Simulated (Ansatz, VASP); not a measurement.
**Two plane-wave programs on ZrSnSe3**

The input INCAR:

```
PREC     = Accurate       # precision mode
ENCUT    = 520            # plane-wave cutoff, eV
EDIFF    = 1E-7           # SCF threshold, eV
ISMEAR   = 0              # smearing method
SIGMA    = 0.1            # smearing width, eV
LREAL    = False          # projectors in reciprocal space
LASPH    = True           # aspherical terms in the spheres
NELM     = 100            # most SCF steps
ALGO     = Normal         # electronic algorithm
ISIF     = 2              # what is computed and relaxed
LWAVE    = False          # write WAVECAR
LCHARG   = False          # write CHGCAR
GGA      = PE             # functional
NBANDS   = 30             # bands
```

KPOINTS

```
regular mesh
0
Gamma
  4 4 4
```

POSCAR

```
ZrSnSe3
1.0
    5.0702991100      0.0000000000      0.0000000000
    0.0000000000      5.0702991100      0.0000000000
    0.0000000000      0.0000000000      5.0702991100
Zr Sn Se
1 1 3
Direct
    0.5000000000      0.5000000000      0.5000000000
    0.0000000000      0.0000000000      0.0000000000
    0.5000000000      0.5000000000      0.0000000000
    0.0000000000      0.5000000000      0.5000000000
    0.5000000000      0.0000000000      0.5000000000
```

Input for Ansatz:

```yaml
crystal:
  lattice:
    - [5.07029911, 0.0, 0.0]
    - [0.0, 5.07029911, 0.0]
    - [0.0, 0.0, 5.07029911]
  atoms:
    - { symbol: Zr, position: [0.5, 0.5, 0.5] }
    - { symbol: Sn, position: [0.0, 0.0, 0.0] }
    - { symbol: Se, position: [0.5, 0.5, 0.0] }
    - { symbol: Se, position: [0.0, 0.5, 0.5] }
    - { symbol: Se, position: [0.5, 0.0, 0.5] }
basis:
  ecutwfc: 420
kpoints:
  mp_grid: { grid: [4, 4, 4] }
hamiltonian:
  xc: pbe
scf:
  occupations: { method: gaussian, width: 0.1 }
  lower_state_search: "off"
output:
  forces: true
  stress: true
  eigenvalues: true
```

Change from the starting cell: species swapped into the Pr3InN type (Pm-3m, No. 221).

Alike in both runs: task single point; functional PBE; k mesh 4 × 4 × 4; occupations gaussian, width 0.1 eV; no spin polarisation.

|  | VASP | Ansatz |
| --- | --- | --- |
| version | VASP 6.6.1 | Ansatz 0.2.0 |
| potentials or method | VASP PAW PBE potentials, release 64 (Zr_sv, Sn_d, Se) | scalar-relativistic, plane waves, PAW |
| plane-wave cutoff (eV) | 520 | 420 |
| valence electrons in the cell | 44 | 74 |

```tsv
	VASP	Ansatz	Ansatz less VASP
gap on the k mesh at the Fermi level (eV)	none	none	-
pressure (GPa)	6.5	6.4	-0.08
```

A gap of «none» marks a metal or a gap that the smearing closes. The two sets of potentials don't hold the same shells in valence.
